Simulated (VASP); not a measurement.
Given:

```
Si
1.0
    3.86684     0.00000     0.00000
   -1.93342     3.34878     0.00000
    0.00000     0.00000    24.57547
Si
6
Cartesian
  1.93342   1.11626   9.46751
 -1.93342   3.34878   8.78054
  0.00000   2.23252  12.67072
  1.93342   1.11626  11.90475
  0.00000   0.00000  15.79493
  0.00000   2.23252  15.10796
```

Method: PBE GGA, VASP's PBE PAW potentials (set 64) (plane waves; VASP 6.6.1). Settings: PREC = Normal, 400 eV cut-off, 8×8×1 Γ-centred mesh, first-order Methfessel-Paxton smearing of 0.10 eV, potentials Si.

Question: Predict the energy per atom (σ→0).

Answer: 
| Item | Value |
|---|---|
| energy per atom (σ→0) | -5.026 eV/atom |

The cell is a thin slab with vacuum, built from Si (diamond): (111) face.
